**A crystal under pressure at its own natural size**

A calculation done at the measured size of a crystal should find that crystal at rest. Under ordinary conditions real CdSe neither pushes its boundaries outward nor has to be stretched to fill its volume. If the forces on the atoms also vanish, the result looks sound. In zinc-blende CdSe with the PBE functional the forces vanish in every row, and still the crystal is not at rest at its real size.

VASP 6.6.1, PBE with the recommended PAW PBE potentials, for zinc-blende CdSe in a two-atom cell at several fixed volumes. Plane-wave cutoff 520 eV, 8×8×8 k mesh, Fermi–Dirac smearing of 0.05 eV; no spin polarisation, spin–orbit coupling or dispersion correction. Pressure is positive in compression.

| volume (Å³/atom) | shortest distance (Å) | pressure (GPa) |
| --- | --- | --- |
| 27.206 | 2.605 | 5.270 |
| 27.784 | 2.623 | 3.910 |
| 28.363 | 2.641 | 2.680 |
| 28.942 | 2.659 | 1.560 |
| 29.521 | 2.677 | 0.580 |
| 30.679 | 2.711 | -1.090 |

The volume is counted per atom, and the shortest distance is the Cd–Se bond length. A positive pressure means that the crystal pushes outward and must be held in; a negative one means that it is stretched and pulls inward. The vanishing forces give no reassurance, because each atom has four identical neighbours at the corners of a tetrahedron, and their pulls cancel at any cell size. Within a single calculation, it is the pressure that reveals a wrong size.

## Where the failure shows

The row at 28.363 Å³/atom is the one to look at first. Its cubic cell edge is 6.10 Å, and the measured edge of zinc-blende CdSe is roughly 6.1 Å, a rough recalled value. At this size PBE gives a pressure of 2.68 GPa, more than twenty-five thousand atmospheres, where the real crystal has practically none.

The recalled edge is coarse, so the size of this error is coarse too. Shifting the edge by 0.05 Å either way moves the PBE pressure to about 1.3 or 4.2 GPa. The sign survives: PBE wants a larger crystal than nature makes.

How much larger follows from the two rows between which the pressure changes sign. It is +0.58 GPa at 29.521 Å³/atom and −1.09 GPa at 30.679 Å³/atom. A straight line between them reaches zero about a third of the way along.

That point lies at 29.9 Å³/atom, or a cubic edge of 6.21 Å. Against the recalled edge this is too long by roughly 2%, and the volume is too large by roughly 5%. An error that looks harmless as a length is a large one as a pressure.

## Is it the functional or the numerics?

A false pressure can also come from an incomplete set of plane waves. When the cell changes size at a fixed cutoff, the number of waves changes with it, and the usual stress formula ignores this. The total energies do feel it. If the pressure obtained from energy differences agrees with the stress, the basis is not to blame.

Take the step from 28.942 to 29.521 Å³/atom. The energy of one CdSe pair falls by 0.0077 eV while the volume of the pair grows by 2 × 0.579 = 1.158 Å³. Their ratio, converted to pressure units, is 1.07 GPa.

The mean of the two tabulated pressures, 1.56 and 0.58 GPa, is also 1.07 GPa. The other steps agree to within 0.03 GPa, about a hundredth of the pressure found at the real size. The plane-wave basis is therefore not the cause. This comparison cannot test the k mesh or the PAW potentials, which enter both pressures alike. The mesh is dense for a crystal with a band gap, however, and the potentials are the recommended ones, so the outward push most likely belongs to the physical approximation.

One part of that approximation is that the nuclei stand still. Real nuclei vibrate, even at absolute zero, and vibration normally swells a crystal of this kind. Including it would make the PBE crystal larger still, so the functional remains the most likely source of the discrepancy.

## Why PBE pushes outward

The cause can be argued from theory, although a table with a single functional cannot demonstrate it. PBE estimates the exchange energy from the local electron density and from how quickly that density varies. Where the relative variation is strong, it lowers the energy further. Expanding a crystal thins out the density between the atoms and makes it more uneven, so this term rewards expansion.

Two limits show why the reward is too generous. In a perfectly uniform density the gradient term vanishes, leaving the local density approximation, which usually binds solids too tightly. In a density that varies slowly, exact theory fixes how strongly the exchange correction must set in, and PBE starts with nearly twice that strength. The stronger correction suits free atoms, whose density fades away into empty space.

Much of the density that holds a solid together lies closer to the slowly varying limit. There the correction overshoots: it removes the excessive binding of the local approximation and goes on to loosen the crystal too far. The weak attraction between the polarisable electron shells of Cd and Se, which PBE does not describe at long range, would also draw the crystal together. How the error divides between these two causes is untested here.

## A spring that links size and pressure

For a small change of size, a crystal acts like a spring. Its pressure is its stiffness times the fraction by which its volume has been reduced from the resting volume. The stiffness, called the bulk modulus, is the resistance to uniform squeezing. The same false pressure therefore swells a soft crystal more than a stiff one, and in the limit of an infinitely stiff crystal it would not change the size at all.

The rule can be tried on the row at 28.363 Å³/atom. The slope of the pressure, interpolated between rows over 2% of volume on either side of the resting point, gives a stiffness of 44 GPa. This row played no part in finding that slope. Its volume is (29.92 − 28.363)/29.92, or about 5.2%, below the resting value.

The spring then predicts 44 GPa × 0.052 ≈ 2.3 GPa, against the 2.68 GPa in the table. The estimate has the right size but falls short by about 15%. At the smallest volume the same rule gives 4.0 GPa instead of 5.27 GPa, a shortfall of about a quarter.

The spring fails because its stiffness is not constant. Squeezing makes filled electron shells overlap, and their repulsion rises steeply. In the opposite limit, with the atoms pulled far apart, the forces fade and the stiffness tends to zero. Accordingly, the stiffness drops from about 65 GPa between the two smallest cells to about 43 GPa between the two largest.

## An error that follows from the wrong size

This change of stiffness has a practical consequence. At its own resting volume PBE gives 44 GPa, while the measured stiffness is roughly 53 GPa, again a rough recalled value. Taken alone, the comparison suggests that PBE makes the Cd–Se bonds too weak.

At the recalled real size, however, the same functional gives about 58 GPa. Correcting the volume more than makes up the shortfall. The crystal looks too soft largely because it is examined in too expanded a state. The overshoot should not be over-interpreted, since both the recalled edge and the recalled stiffness are coarse.

## An error that does not

The band gap is the energy needed to lift an electron from the filled states into the empty ones. In the same calculations it is 0.48 eV at the PBE resting volume, found by interpolation, and 0.59 eV at the recalled real size. The measured gap is roughly 1.7 eV, another rough recalled value. Correcting the volume thus repairs only about a tenth of the error.

Compression widens the gap for an understandable reason. The lowest empty state is built mainly from s orbitals of Cd and Se, combined so that they oppose bonding. Bringing the atoms closer raises such a state strongly. Yet from the largest cell to the smallest the gap grows by only 0.25 eV, far less than the error that remains at the real size.

The main fault must therefore lie in how the gap is obtained. PBE reads it from the energies of auxiliary one-electron states, which leave out a jump in the exact potential when an electron is added. PBE also lets each electron partly repel itself, which places the compact 4d shell of Cd too high in energy. From there it pushes up the highest filled states, which belong mainly to Se, and narrows the gap further.

These causes come from established theory and are not separated by the present numbers. Spin–orbit coupling, which is left out of the calculation, would raise the highest filled state and make the gap smaller still. It cannot supply the difference.

## What to do about it

Check the pressure at the measured cell size before trusting a property that depends on volume. Then compare pressures from the stress with those from energy differences. If they disagree, improve the basis; if they agree, and neither a denser k mesh nor a second set of potentials removes the pressure, suspect the functional. A well-converged calculation can describe the wrong crystal very accurately.

Next, compute the property of interest at both the resting volume of the functional and the measured one. If a shortfall disappears at the measured size, as it does for the stiffness here, the wrong volume is enough to explain it, even if some error of the opposite sign remains. A functional designed for solids, with a weaker gradient correction, is then a sensible next choice. If the error stays, as it does for the gap, the cell is not the place to repair it, and a hybrid functional or a quasiparticle method is more to the point.

Anyone using the table to convert pressure into cell size should remember the offset of a few GPa at the real size. The curve also describes zinc blende alone. Real CdSe changes to the rock-salt structure at roughly 3 GPa. The two smallest cells exceed that in PBE pressure, but with the offset at the recalled edge subtracted they fall below it, the smallest by too little to be certain. Beyond the transition the curve would show how zinc blende resists squeezing, and not what a press would produce.
